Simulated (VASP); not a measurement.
Here is the system:

```xyz
4
Lattice="1.6912 -2.9293 0.0000 1.6912 2.9293 0.0000 0.0000 0.0000 5.7675" Properties=species:S:1:pos:R:3 pbc="T T T"
Zn     1.6912    -0.9764     2.9196
Zn     1.6912     0.9764     0.0359
S      1.6912    -0.9764     5.0106
S      1.6912     0.9764     2.1269
```

These are PBEsol GGA, VASP's PBE PAW potentials (set 64) (plane waves; VASP 6.6.1) values and carry that method's errors. Numerical set-up: 500 eV cut-off, 8×8×4 Γ-centred mesh, Gaussian smearing of 0.050 eV, potentials Zn S.

Problem. Predict the energy per atom (σ→0), pressure.

Solution. 
```json
{
  "energy per atom (σ→0)": "-3.253 eV/atom",
  "pressure": "45.05 GPa"
}
```

The compound is ZnS in the wurtzite structure, the high-temperature form. It was relaxed first under an external pressure of 45 GPa.
